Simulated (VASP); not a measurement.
Given:

```yaml
crystal:
  lattice:
    - [4.67995, 0.00000, 0.00000]
    - [0.00000, 4.67995, 0.00000]
    - [0.00000, 0.00000, 3.08702]
  atoms:
    - { symbol: Mg, position: [0.00000, 0.00000, 0.00000] }
    - { symbol: Mg, position: [0.50000, 0.50000, 0.50000] }
    - { symbol: F, position: [0.30312, 0.30312, 0.00000] }
    - { symbol: F, position: [0.80312, 0.19688, 0.50000] }
    - { symbol: F, position: [0.19688, 0.80312, 0.50000] }
    - { symbol: F, position: [0.69688, 0.69688, 0.00000] }
```

All values below come from modified Becke-Johnson potential (mBJ), VASP's PBE PAW potentials (set 64) (plane waves; VASP 6.6.1). Numerical set-up: 520 eV cut-off, 4×4×6 Γ-centred mesh, Gaussian smearing of 0.050 eV, potentials Mg F.

mBJ is a potential without an energy functional, so only the levels count.

Question: Predict the band gap (over mesh and band path) with the smallest direct gap where there is one.

Answer: 
- band gap (over mesh and band path): 10.62 eV
- smallest direct gap (over mesh and band path): 10.62 eV

Total energies compare only between runs with the same potentials, cut-off and functional.

The compound is MgF2 in the rutile structure. It was relaxed first. The cell's shape comes from a PBE relaxation.
